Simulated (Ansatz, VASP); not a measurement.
## GeN: VASP beside Ansatz

Aim: how closely do two programs agree when they are given the same cell, functional and k mesh? The cell is generated by rule, not measured, and may not be a known phase. The cell is taken from a series of runs on this material, whose earlier steps may have relaxed, scaled, displaced or heated it; both programs get it as it stands.

Calculated with Ansatz 0.2.0; plane waves, with VASP 6.6.1 beside it; relaxation of cell and atoms at PBEsol.

The structure was built from a prototype and need not be the compound's stable phase.

**1. Set-up**

Symmetry: Fm-3m, No. 225, cubic system. Conventional cell: a = 4.436 Å, b = 4.436 Å, c = 4.436 Å, α = 90.00°, β = 90.00°, γ = 90.00°. Nearest to Ge lie 6 N at 2.22 Å. Nearest to N lie 6 Ge at 2.22 Å. Farther neighbours and most contacts between anions are not listed.

Coordinates:

```xyz
2
Lattice="0.0000 2.2178 2.2178 2.2178 0.0000 2.2178 2.2178 2.2178 0.0000" Properties=species:S:1:pos:R:3 pbc="T T T"
Ge    0.0000    0.0000    0.0000
N     2.2178    2.2178    2.2178
```

**2. VASP: relaxation of cell and atoms, PBEsol**

The relaxed volume is the usual yardstick between codes: in a stiff, nearly cubic crystal its relative difference is about their pressure difference at one cell divided by the bulk modulus.

Lines of VASP's logs that name or quote its potential files are left out, and so is its time.

INCAR

```
SYSTEM = GeN
PREC = Accurate
ENCUT = 600
EDIFF = 1E-07
NELM = 120
ISMEAR = 0
SIGMA = 0.1
LREAL = .FALSE.
ALGO = Normal
GGA = PS
NBANDS = 15
LORBIT = 11
LWAVE = .FALSE.
LCHARG = .FALSE.
ISIF = 3
IBRION = 2
NSW = 80
EDIFFG = -0.005
LASPH = .TRUE.
GGA_COMPAT = .FALSE.
NELMIN = 4
KPAR = 2
```

POSCAR

```
GeN
1.0
    0.0000000000      2.2178450000      2.2178450000
    2.2178450000      0.0000000000      2.2178450000
    2.2178450000      2.2178450000      0.0000000000
Ge N
1 1
Direct
    0.0000000000      0.0000000000      0.0000000000
    0.5000000000      0.5000000000      0.5000000000
```

KPOINTS

```
Automatic mesh
0
Gamma
16 16 16
0 0 0
```

PAW data sets: Ge_d and N (PBE family, release 64).

Command:

```console
mpirun -np 2 vasp_std
```

Numbers of over 12 decimals in the logs are rounded to 6 here.

Log:

```text
[banner, memory and clock lines left out]
running    2 mpi-ranks, on    1 nodes
 distrk:  each k-point on    1 cores,    2 groups
 distr:  one band on    1 cores,    1 groups

 POSCAR found type information on POSCAR GeN
 POSCAR found :  2 types and       2 ions
|                                                                             |
|               ----> ADVICE to this user running VASP <----                  |
|                                                                             |
|     You enforced a specific xc type in the INCAR file but a different       |
|     [... a line on the potential file left out ...]
|     I HOPE YOU KNOW WHAT YOU ARE DOING!                                     |
|                                                                             |

 LDA part: xc-table for (Slater+PW92), standard interpolation
 POSCAR, INCAR and KPOINTS ok, starting setup
 FFT: planning ... GRIDC
 FFT: planning ... GRID_SOFT
 FFT: planning ... GRID
 WAVECAR not read
 entering main loop
       N       E                     dE             d eps       ncg     rms          rms(c)
DAV:   1     0.112261663071E+03    0.11226E+03   -0.10289E+04  4857   0.361E+03
DAV:   2    -0.240339038999E+01   -0.11467E+03   -0.10979E+03  4959   0.567E+02
DAV:   3    -0.133686864270E+02   -0.10965E+02   -0.10897E+02  4854   0.109E+02
DAV:   4    -0.135480465811E+02   -0.17936E+00   -0.17927E+00  5288   0.153E+01
DAV:   5    -0.135498797849E+02   -0.18332E-02   -0.18332E-02  5204   0.165E+00    0.585E+00
DAV:   6    -0.125703111230E+02    0.97957E+00   -0.39770E+00  5874   0.223E+01    0.250E+00
DAV:   7    -0.125478448920E+02    0.22466E-01   -0.20527E-01  5176   0.455E+00    0.135E+00
DAV:   8    -0.125381665489E+02    0.96783E-02   -0.33525E-02  5211   0.224E+00    0.379E-01
DAV:   9    -0.125368401023E+02    0.13264E-02   -0.50225E-03  6408   0.910E-01    0.116E-01
DAV:  10    -0.125368952777E+02   -0.55175E-04   -0.23948E-04  5631   0.152E-01    0.363E-02
DAV:  11    -0.125368896206E+02    0.56572E-05   -0.77571E-06  6023   0.570E-02    0.857E-03
DAV:  12    -0.125368895055E+02    0.11512E-06   -0.21945E-06  6439   0.340E-02    0.120E-03
DAV:  13    -0.125368894731E+02    0.32403E-07   -0.12764E-07  4295   0.671E-03
   1 F= -.12536889E+02 E0= -.12535130E+02  d E =-.125369E+02
 curvature:   0.00 expect dE= 0.000E+00 dE for cont linesearch  0.000E+00
 trial: gam= 0.00000 g(F)=  0.586E-64 g(S)=  0.178E-03 ort = 0.000E+00 (trialstep = 0.100E+01)
 search vector abs. value=  0.178E-03
 bond charge predicted
       N       E                     dE             d eps       ncg     rms          rms(c)
DAV:   1    -0.125389414385E+02   -0.20519E-02   -0.28375E-02  5386   0.395E+00    0.281E-01
DAV:   2    -0.125374157011E+02    0.15257E-02   -0.19873E-03  5540   0.105E+00    0.134E-01
DAV:   3    -0.125369502384E+02    0.46546E-03   -0.56659E-04  5386   0.628E-01    0.336E-02
DAV:   4    -0.125369068517E+02    0.43387E-04   -0.34834E-05  4753   0.650E-02    0.115E-02
DAV:   5    -0.125369023035E+02    0.45482E-05   -0.99469E-06  5708   0.736E-02    0.268E-03
DAV:   6    -0.125369022888E+02    0.14672E-07   -0.31714E-07  5036   0.135E-02
   2 F= -.12536902E+02 E0= -.12535148E+02  d E =-.128157E-04
 trial-energy change:   -0.000013  1 .order   -0.000015   -0.000178    0.000149
 step:   0.5364(harm=  0.5447)  dis= 0.00000  next Energy=   -12.536937 (dE=-0.476E-04)
 bond charge predicted
       N       E                     dE             d eps       ncg     rms          rms(c)
DAV:   1    -0.125373737161E+02   -0.47141E-03   -0.61217E-03  5358   0.185E+00    0.130E-01
DAV:   2    -0.125370462649E+02    0.32745E-03   -0.42650E-04  5484   0.483E-01    0.623E-02
DAV:   3    -0.125369463673E+02    0.99898E-04   -0.12256E-04  5323   0.291E-01    0.155E-02
DAV:   4    -0.125369366526E+02    0.97147E-05   -0.75374E-06  4716   0.302E-02    0.531E-03
DAV:   5    -0.125369351804E+02    0.14722E-05   -0.21421E-06  5694   0.341E-02    0.124E-03
DAV:   6    -0.125369351344E+02    0.45984E-07   -0.63394E-08  2882   0.625E-03
   3 F= -.12536935E+02 E0= -.12535178E+02  d E =-.456614E-04
 curvature:  -0.27 expect dE=-0.431E-07 dE for cont linesearch -0.431E-07
 trial: gam=-0.02890 g(F)=  0.712E-60 g(S)=  0.158E-06 ort = 0.531E-05 (trialstep = 0.907E+00)
 search vector abs. value=  0.240E-09
 reached required accuracy - stopping structural energy minimisation
```

From OUTCAR (step 2):

```text
ion  position               nearest neighbor table
   1  0.000  0.000  0.000-   2 2.22   2 2.22   2 2.22   2 2.22   2 2.22   2 2.22
   2  0.500  0.500  0.500-   1 2.22   1 2.22   1 2.22   1 2.22   1 2.22   1 2.22

  LATTYP: Found a face centered cubic cell.
 ALAT       =     4.4356900000

 Subroutine GETGRP returns: Found 48 space group operations
 (whereof 48 operations were pure point group operations)

The static configuration has the point symmetry O_h .

 Found    145 irreducible k-points:

   k-points           NKPTS =    145   k-points in BZ     NKDIM =    145   number of bands    NBANDS=     15

   dimension x,y,z NGX =    28 NGY =   28 NGZ =   28
   dimension x,y,z NGXF=    56 NGYF=   56 NGZF=   56

   ENCUT  =  600.0 eV  44.10 Ry    6.64 a.u.   6.26  6.26  6.26*2*pi/ulx,y,z

   NELECT =      19.0000    total number of electrons

 k-points in reciprocal lattice and weights: Automatic mesh
   0.00000000  0.00000000  0.00000000       0.000
   0.06250000  0.00000000  0.00000000       0.002
   0.12500000  0.00000000  0.00000000       0.002
   0.18750000  0.00000000  0.00000000       0.002
   0.25000000  0.00000000  0.00000000       0.002
   0.31250000  0.00000000  0.00000000       0.002
   0.37500000  0.00000000  0.00000000       0.002
   0.43750000  0.00000000  0.00000000       0.002
   0.50000000  0.00000000  0.00000000       0.001
[...]
-0.31250000  0.50000000  0.18750000       0.003
  -0.25000000  0.50000000  0.25000000       0.001

 average (electrostatic) potential at core
       1 -70.7805       2 -60.8012

 E-fermi :   9.1612

 k-point     1 :       0.0000    0.0000    0.0000
  band No.  band energies     occupation
    ...
      6      -9.8171      2.00000
      7       5.8707      2.00000
      8       6.1336      2.00000
      9       6.1336      2.00000
     10       6.1336      2.00000
     11      17.9681      0.00000
     12      17.9681      0.00000
     13      17.9681      0.00000
     14      19.4615      0.00000
     15      19.4615      0.00000

 k-point     2 :       0.0625    0.0000    0.0000
  band No.  band energies     occupation
    ...
      6      -9.7464      2.00000
      7       4.8509      2.00000
      8       6.1318      2.00000
      9       6.1318      2.00000
     10       7.0570      2.00000
     11      17.2229      0.00000
     12      17.5507      0.00000
     13      17.5507      0.00000
     14      19.4465      0.00000
     15      19.7276      0.00000

 k-point     3 :       0.1250    0.0000    0.0000
  band No.  band energies     occupation
    ...
      6      -9.5361      2.00000
      7       3.6388      2.00000
      8       6.1291      2.00000
      9       6.1291      2.00000
     10       7.9752      2.00000
     11      15.9455      0.00000
     12      16.6837      0.00000
     13      16.6837      0.00000
     14      19.3502      0.00000
     15      20.2969      0.00000

  Total       -0.0014790     -0.0014790     -0.0014790     -0.0000000      0.0000000     -0.0000000
  in kB       -0.1088150     -0.1088150     -0.1088150     -0.0000000      0.0000000     -0.0000000
  external PRESSURE =      -0.1088150 kB  Pullay stress =       0.0000000 kB

  energy-cutoff  :      600.00
  volume of cell :       21.78
      direct lattice vectors                 reciprocal lattice vectors
     0.000000000  2.216420052  2.216420052    -0.225589008  0.225589008  0.225589008
     2.216420052  0.000000000  2.216420052     0.225589008 -0.225589008  0.225589008
     2.216420052  2.216420052  0.000000000     0.225589008  0.225589008 -0.225589008

 POSITION                                       TOTAL-FORCE (eV/Angst)
 -----------------------------------------------------------------------------------
      0.00000      0.00000      0.00000        -0.000000      0.000000     -0.000000
      2.21642      2.21642      2.21642         0.000000     -0.000000      0.000000
 -----------------------------------------------------------------------------------
    total drift:                                0.000000      0.000000      0.000000

  FREE ENERGIE OF THE ION-ELECTRON SYSTEM (eV)
  ---------------------------------------------------
  free  energy   TOTEN  =       -12.5369351344 eV

  energy  without entropy=      -12.5334212094  energy(sigma->0) =      -12.53517817

 reached required accuracy - stopping structural energy minimisation

 total charge
# of ion       s       p       d       tot
------------------------------------------
    1        1.226   0.868  10.146  12.240
    2        1.275   2.306   0.000   3.581
--------------------------------------------------
tot          2.501   3.174  10.146  15.821

[... 3 further parts left out ...]
```

CONTCAR:

```
GeN
   1.00000000000000
     0.0000000000000000    2.2164200518117818    2.2164200518117818
     2.2164200518117818    0.0000000000000000    2.2164200518117818
     2.2164200518117818    2.2164200518117818    0.0000000000000000
  Ge              N
     1     1
Direct
     0.0000000000000000    0.0000000000000000    0.0000000000000000
     0.5000000000000000    0.5000000000000000    0.5000000000000000
```

**3. Ansatz: relaxation of cell and atoms, PBEsol**

Ansatz runs on its default PAW (the set named soft_2) files.

The same cell, functional, mesh and smearing now go to Ansatz, which takes its cutoff from its data sets.

input.yaml

```yaml
crystal:
  lattice:
    - [0.0, 2.217844734, 2.217844734]
    - [2.217844734, 0.0, 2.217844734]
    - [2.217844734, 2.217844734, 0.0]
  atoms:
    - { symbol: Ge, position: [0.0, 0.0, 0.0] }
    - { symbol: "N", position: [0.5, 0.5, 0.5] }
kpoints:
  mp_grid: { grid: [16, 16, 16] }
hamiltonian:
  xc: pbesol
scf:
  occupations: { method: gaussian, width: 0.1 }
output:
  forces: true
  stress: true
  eigenvalues: true
relax:
  adjacent_minimum: "off"
  f_tol: 0.005
  max_steps: 80
  cell: { stress_tol: 0.05 }
```

Command:

```console
ansatz run input.yaml --threads 8 --pin off --max-ram 14336MiB --backend cpu --events-out ev --progress --plain --runs-dir out
```

Log:

```text
Engine: ansatz 0.2.0, aarch64-unknown-linux-gnu
Pseudopotentials: kind: paw
Pseudopotential: Ge, paw, valence charge 14, recommended cutoff 420 eV (normal), Ge.paw.azcp
Pseudopotential: N, paw, valence charge 5, recommended cutoff 420 eV (normal), N.paw.azcp
Functional definition: PBEsol
  exchange = pbesol_x
  correlation = pbesol_c
Crystal: 2 atoms, lattice volume = 21.818 Å³
Basis set: ecut = 420 eV, 411 PW (Γ), exchange–correlation on 48×48×48 points (8 copies of the dense FFT grid, shifted against one another)
Bands: 14, of which v1, the nominal top of the filled ones, is band 10 counted from 1 (9 counted from 0)
Symmetry: 48 space group operations
Space group: Fm-3m (ITA 225), of the structure as read, at distance tolerance 2.8e-5 Å
k-points: 145 of 4096
Non-local potential: Ge, projectors of the file, l = 0: 2, l = 1: 2, l = 2: 3, l = 3: 1
Non-local potential: N, projectors of the file, l = 0: 2, l = 1: 2, l = 2: 1
PAW form: soft (Blöchl's): semilocal exchange-correlation on the pseudo side does not see the compensation charge
PAW frozen core: Ge, regenerated for the run's functional, and the local potential with it (the file was generated under x = pbe(κ = 0.804, μ = 0.219515), c = pbe(β = 0.066725))
PAW frozen core: N, regenerated for the run's functional, and the local potential with it (the file was generated under x = pbe(κ = 0.804, μ = 0.219515), c = pbe(β = 0.066725))
PAW one-centre angular grid: Ge, 590 points (default); XC on 64 Gauss nodes
PAW one-centre angular grid: N, 110 points (default); XC on 64 Gauss nodes
Initial density: superposition of atomic densities (neutral atoms: chi_scale 0, normalization atom), corrected by the library's trained network
Initial wavefunctions: pseudopotential atomic-orbital guess
Functional: x = pbesol(κ = 0.804, μ = 0.123457), c = pbesol(β = 0.046)
SCF iter   1: F=—  HF=-4630.979727 eV  |F-HF|=—  |Δ(HF+E_count)|=         —  Δρ=1.72e-2  dr2=6.76e-2  ethr=1.77e-3  ⟨swp⟩=5.0  Hψ=9405  notcnv=0
preconditioner: auto → none  [metal: Δε(μ)=0.031 eV  Ē_g=23.203 eV  σ=0.100 eV  W_gap=0.17  n_scr=8 (ndim 8)  ℏωp=34.7 eV  f_vac=0.000  D(μ)=0.67/eV (n_scr^D=0)  sad-step TF]
SCF iter   2: F=—  HF=-4630.970503 eV  |F-HF|=—  |Δ(HF+E_count)|=   9.22e-3  Δρ=1.17e-2  dr2=3.37e-2  ethr=3.56e-4  ⟨swp⟩=1.0  Hψ=3190  notcnv=0
SCF iter   3: F=—  HF=-4630.962032 eV  |F-HF|=—  |Δ(HF+E_count)|=   8.47e-3  Δρ=9.93e-4  dr2=8.20e-5  ethr=1.77e-4  ⟨swp⟩=2.1  Hψ=2830  notcnv=0
SCF iter   4: F=—  HF=-4630.961973 eV  |F-HF|=—  |Δ(HF+E_count)|=   5.92e-5  Δρ=4.96e-4  dr2=2.70e-5  ethr=4.32e-7  ⟨swp⟩=2.0  Hψ=3346  notcnv=0
SCF iter   5: F=—  HF=-4630.961953 eV  |F-HF|=—  |Δ(HF+E_count)|=   1.98e-5  Δρ=5.04e-5  dr2=3.63e-7  ethr=1.42e-7  ⟨swp⟩=2.0  Hψ=3322  notcnv=0
SCF iter   6: F=-4630.961953 eV  HF=-4630.961953 eV  |F-HF|=2.54e-9  |Δ(HF+E_count)|=   2.28e-7  Δρ=9.91e-6  dr2=4.67e-9  ethr=5.26e-10  ⟨swp⟩=5.5  Hψ=8902  notcnv=0
SCF 1 converged in 6 iterations: F = -4630.961953 eV  dr2 = 4.67e-9
  greatest PAW one-centre occupation: 0.999 electrons in one spin orbital (limit 2), on the Ge atom at site 0 (counted from 0), in its partial waves of l = 2
relax step   1: F+E_penalty+E_count = -4630.96195292 eV  Δ(F+E_penalty+E_count) = +0.000e0 eV  max|allowed force component| = 5.226e-30 eV/Å  Δτ_max = 0.0000 Å  P = -0.378 GPa  Ω = 21.818 Å³  (6 SCF iters, dr2 threshold 1.00e-7 eV, accepted)
[...]
relax step   2: F+E_penalty+E_count = -4630.96211486 eV  Δ(F+E_penalty+E_count) = -1.619e-4 eV  max|allowed force component| = 2.219e-30 eV/Å  Δτ_max = 0.0000 Å  P = -0.072 GPa  Ω = 21.781 Å³  energy of the carried Pulay correction = +1.100e-4 eV  (6 SCF iters, dr2 threshold 2.00e-7 eV, accepted)
[...]
relax step   3: F+E_penalty+E_count = -4630.96214259 eV  Δ(F+E_penalty+E_count) = -2.773e-5 eV  max|allowed force component| = 1.939e-29 eV/Å  Δτ_max = 0.0000 Å  P = +0.000 GPa  Ω = 21.773 Å³  energy of the carried Pulay correction = +1.358e-4 eV  (6 SCF iters, dr2 threshold 1.29e-8 eV, accepted)
[...]
relax step   4: F+E_penalty+E_count = -4630.96203065 eV  Δ(F+E_penalty+E_count) = +1.119e-4 eV  max|allowed force component| = 1.959e-29 eV/Å  Δτ_max = 0.0000 Å  P = -0.008 GPa  Ω = 21.773 Å³  stress off target by 7.96e-3 GPa  SCF on the basis re-selected at this cell (its energy is not comparable with the rows above)  (7 SCF iters)
basis re-selected at this cell: Δ(F+E_penalty+E_count) = +1.119e-4 eV, ΔP = -0.008 GPa vs the last step (what re-selecting the basis moved, of the pressure what is left beyond the Pulay correction that the steps carried, after the strain that the cell walked since its last selection, with what the two solves' SCF thresholds leave and, on support functions, any second-order correction that the steps lacked; it is no m [...]
SCF converged after 7 iterations
Free energy (F): -4630.962031 eV
Harris-Foulkes:  -4630.962031 eV  (|F-HF|=0.00e0)
Internal energy: -4630.958516 eV  (E = F + TS)
E sigma→0 (E₀):  -4630.960273 eV
Entropy (-TS):   -0.003515 eV (-1.757 meV/atom)
Fermi energy:    13.889292 eV
--- Per-component energies (eV) ---
  E_band       = -63.567728
  E_kinetic    = 239.420114
  E_local      = -2118.314322  (includes V_loc(G=0)·N_el)
  E_nonlocal   = 464.519879
  E_hartree    = 909.464033
  E_xc         = -134.840953
  E_vxc        = -141.152366  (∫ρ·V_xc dr)
  E_paw        = -2098.527629  (= ΣΔE_a)
  E_vpaw       = -326.969404  (= ΣTr[D̂ρ^β])
  E_aug_tail   = 0.000305  (compensation charges beyond the density's cutoff)
  E_ewald      = -1893.625977
  E_core_change = 0.946035  (= ΣΔE_core)
  E_smearing   = -0.003515  (= −TS)
  E_closure    = 0.000000  (closes the sum)
  Σ components = -4630.962031   (vs F -4630.962031, Δ=0.00e0)
--- Forces (eV/Å), atoms counted from 1 ---
  atom   1  Ge    -0.00000000     0.00000000     0.00000000
  atom   2  N      0.00000000    -0.00000000    -0.00000000
  max |Σ_I F_I| component: 3.23e-29 eV/Å
--- Stress (GPa, compression-positive) ---
       -0.007958      -0.000000      -0.000000
       -0.000000      -0.007958      -0.000000
       -0.000000      -0.000000      -0.007958
  P = ⅓ Tr σ = -0.0080 GPa (-0.080 kbar)
--- Band table (eV; the first three rows and the last of 145) ---
  k-point 0: bands = [... 6 lower, 10.5922, 10.8634, 10.8634, 10.8634, 22.6941, 22.6941, 22.6941, 24.1409]
  k-point 1: bands = [... 6 lower, 9.5763, 10.8616, 10.8616, 11.7824, 21.9448, 22.2751, 22.2751, 24.1412]
  k-point 2: bands = [... 6 lower, 8.3649, 10.8585, 10.8585, 12.7000, 20.6694, 21.4091, 21.4091, 24.0518]
  k-point 144: bands = [... 6 lower, 5.3275, 6.2135, 6.2135, 14.0402, 18.0991, 20.2321, 20.2321, 26.6897]
--- Relaxed structure (3 steps of the walk, 3 accepted, 1 SCFs on fresh bases) ---
  F+E_penalty+E_count = -4630.96203065 eV   max|allowed force component| = 1.959e-29 eV/Å   (the final SCF, on the basis selected at the relaxed cell)
  cell:  # Å, volume = 21.7728 Å³
    - [0, 2.216297, 2.216297]
    - [2.216297, 0, 2.216297]
    - [2.216297, 2.216297, 0]
  atoms:
    - { symbol: Ge, position: [0, 0, 0] }
    - { symbol: N, position: [0.500000, 0.500000, 0.500000] }
```

**4. Comparison**

Known differences besides the potentials themselves: the cutoff is 420 eV in Ansatz and 600 eV in VASP; Ansatz makes its cores anew for this functional, VASP keeps those of its PBE data sets; Ansatz adds a Pulay correction to the stress that steers its cell, VASP none. Total energies have different zeros and are not compared.

Compared:

| quantity | Ansatz | VASP | difference |
| --- | --- | --- | --- |
| volume (Å³) | 21.77 | 21.78 | -0.02 % |
| edge a after relaxation, in the typed setting (Å) | 3.134 | 3.135 | -0.01 % |

**5. Results**

```json
{"difference in volume (relaxation of cell and atoms, PBEsol)": "-0.017 %"}
```

What this shows: The difference in volume is -0.017 % (relaxation of cell and atoms, PBEsol), within the 1.2 % picked in this series as the mark of a large difference, as far as the stopping tolerances let one tell. 3 further runs of this series are not shown here. How closely two codes agree says nothing of how well the functional describes the real material.

[Lines on the potential files, build, host, timing and source positions are cut from VASP's logs without a mark.]

[Logs are printed without paths, hosts, clocks, repeated set-up lines and the standing remarks that a program may print on its own settings, such as how far it seeks lower states.]

[Hosts, paths, dates, database ids (printed as entryN), source tags and the programs' standing remarks are cut or masked in the printed files.]
